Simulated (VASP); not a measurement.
All values below come from LDA (Ceperley-Alder, Perdew-Zunger), VASP's LDA PAW potentials (set 64) (plane waves; VASP).

VASP ran on this input.

**INCAR**
```
LREAL=F
NSW=30   # most ionic steps
ISMEAR=1
ALGO=Normal
PREC=Accurate
LMAXMIX=6
IBRION=2   # conjugate gradients
EDIFFG=-0.01   # ionic stop
ENCUT=520
EDIFF=1E-7
ISIF=4   # ions and shape, fixed volume
LWAVE=F
LASPH=T   # aspherical one-centre terms
SIGMA=0.1   # width (eV)
SYSTEM=Hf
LCHARG=F
NELM=100   # most electronic steps
```

**POSCAR**
```
Hf
1
    1.5921418108    -2.7576704727     0.0000000000
    1.5921418108     2.7576704727     0.0000000000
    0.0000000000     0.0000000000     5.0348874470
Hf
2
Direct
  0.3333330000   0.6666670000   0.2500000000
  0.6666670000   0.3333330000   0.7500000000
```

File KPOINTS:
```
Regular mesh
0
gamma
  13 13 8
```

POTCAR, in this order: Hf_pv (LDA.64 set). Program: vasp_std.

The run wrote:

File OSZICAR:
```
       N       E                     dE             d eps       ncg     rms          rms(c)
DAV:   1     0.458718133492E+02    0.45872E+02   -0.11787E+04  2956   0.136E+03
DAV:   2    -0.201194047060E+02   -0.65991E+02   -0.64855E+02  3624   0.268E+02
DAV:   3    -0.220954754781E+02   -0.19761E+01   -0.19436E+01  4010   0.304E+01
DAV:   4    -0.221122021520E+02   -0.16727E-01   -0.16677E-01  3340   0.347E+00
DAV:   5    -0.221124777904E+02   -0.27564E-03   -0.27559E-03  4028   0.345E-01    0.656E+01
DAV:   6    -0.215448498120E+02    0.56763E+00   -0.52455E-01  3138   0.531E+00    0.385E+01
DAV:   7    -0.213474826755E+02    0.19737E+00   -0.81673E-01  3132   0.636E+00    0.200E+00
DAV:   8    -0.213379248090E+02    0.95579E-02   -0.52701E-02  3246   0.177E+00    0.259E-01
DAV:   9    -0.213380147662E+02   -0.89957E-04   -0.11368E-03  4098   0.263E-01    0.203E-01
DAV:  10    -0.213380142362E+02    0.52995E-06   -0.46352E-05  3338   0.554E-02    0.261E-01
DAV:  11    -0.213380090743E+02    0.51619E-05   -0.66601E-06  3954   0.193E-02    0.837E-03
DAV:  12    -0.213380091215E+02   -0.47208E-07   -0.43944E-07  3434   0.518E-03
   1 F= -.21338009E+02 E0= -.21338497E+02  d E =-.213380E+02
       N       E                     dE             d eps       ncg     rms          rms(c)
DAV:   1    -0.213381539204E+02   -0.14485E-03   -0.72044E-03  3018   0.703E-01    0.798E-02
DAV:   2    -0.213380661960E+02    0.87724E-04   -0.12192E-04  3840   0.864E-02    0.311E-02
DAV:   3    -0.213380395479E+02    0.26648E-04   -0.34055E-05  3946   0.401E-02    0.251E-02
DAV:   4    -0.213380362773E+02    0.32705E-05   -0.81760E-06  4108   0.204E-02    0.118E-02
DAV:   5    -0.213380362504E+02    0.26962E-07   -0.35604E-07  2944   0.449E-03
   2 F= -.21338036E+02 E0= -.21338526E+02  d E =-.271289E-04
```

OUTCAR:
```
------------------------ aborting loop because EDIFF is reached ----------------------------------------
  FORCE on cell =-STRESS in cart. coord.  units (eV):
  Direction    XX          YY          ZZ          XY          YZ          ZX
  --------------------------------------------------------------------------------------
  Total       -1.7796213     -1.7796212     -1.7698788      0.0000000      0.0000000      0.0000000
  in kB      -64.4902850    -64.4902835    -64.1372356      0.0000000      0.0000000      0.0000000
  external PRESSURE =     -64.3726014 kB  Pullay stress =       0.0000000 kB
  volume of cell :       44.21
      direct lattice vectors                 reciprocal lattice vectors
     1.591447558 -2.756467995  0.000000000     0.314179376 -0.181391549  0.000000000
     1.591447558  2.756467995 -0.000000000     0.314179376  0.181391549  0.000000000
     0.000000000  0.000000000  5.039281237     0.000000000  0.000000000  0.198440998
 POSITION                                       TOTAL-FORCE (eV/Angst)
 -----------------------------------------------------------------------------------
      1.59145      0.91882      1.25982         0.000000     -0.000000      0.000000
      1.59145     -0.91882      3.77946        -0.000000      0.000000      0.000000
 -----------------------------------------------------------------------------------
    total drift:                                0.000005      0.000186     -0.000016
  FREE ENERGIE OF THE ION-ELECTRON SYSTEM (eV)
  ---------------------------------------------------
  free  energy   TOTEN  =       -21.3380362504 eV

  energy  without entropy=      -21.3395043819  energy(sigma->0) =      -21.33852563

 reached required accuracy - stopping structural energy minimisation
```
(Selected blocks of OUTCAR.)

**CONTCAR**
```
Hf
   1.00000000000000
     1.5914475578738092   -2.7564679945330322    0.0000000000000000
     1.5914475578738092    2.7564679945330322   -0.0000000000000000
     0.0000000000000000    0.0000000000000000    5.0392812370008730
  Hf
     2
Direct
     0.3333330000000032    0.6666669999999968    0.2500000000000000
     0.6666669999999968    0.3333330000000032    0.7500000000000000
```

**OUTCAR**
```
 val. band max:        4.9023200055   @ k =   0.1538   0.0000   0.0000

 cond. band min:       4.9163809154   @ k =   0.2308   0.2308   0.3750


 Fermi energy:         4.9157142760

 k-point     1 :       0.0000    0.0000    0.0000
  band No.  band energies     occupation
      1     -26.0570      2.00000
      2     -25.2698      2.00000
      3     -25.2698      2.00000
      4     -25.1362      2.00000
      5     -25.1344      2.00000
      6     -25.1344      2.00000
      7      -2.4822      2.00000
      8       1.1293      2.00000
      9       5.7076     -0.00000
     10       5.9851     -0.00000
     11       5.9851     -0.00000
     12       6.2581     -0.00000
     13       6.8071     -0.00000
     14       6.8071     -0.00000

 k-point     2 :       0.0769    0.0000    0.0000
  band No.  band energies     occupation
      1     -26.0407      2.00000
      2     -25.3047      2.00000
      3     -25.2815      2.00000
      4     -25.1713      2.00000
      5     -25.1437      2.00000
      6     -25.1390      2.00000
      7      -2.2993      2.00000
      8       1.3100      2.00000
      9       5.4410     -0.00000
     10       5.5371     -0.00000
     11       6.1567     -0.00000
     12       6.5660     -0.00000
     13       6.6552     -0.00000
     14       6.9699      0.00000

 k-point     3 :       0.1538    0.0000    0.0000
  band No.  band energies     occupation
      1     -25.9938      2.00000
      2     -25.4015      2.00000
      3     -25.3130      2.00000
      4     -25.2713      2.00000
      5     -25.1662      2.00000
      6     -25.1528      2.00000
      7      -1.7745      2.00000
      8       1.8009      2.00000
      9       4.7900      2.07060
     10       4.9023      1.22446
     11       6.1324     -0.00000
     12       6.6634     -0.00000
     13       6.8096     -0.00000
     14       6.8751     -0.00000

 k-point     4 :       0.2308    0.0000    0.0000
  band No.  band energies     occupation
...
```

Unless said otherwise, spin-orbit coupling is left out, though it shifts the bands of the heavy elements here.

The compound is Hf in the hcp structure. This cell is one point of a volume scan, at 1.06 of the reference volume. Symmetry was kept, so distortions that lower it aren't found.
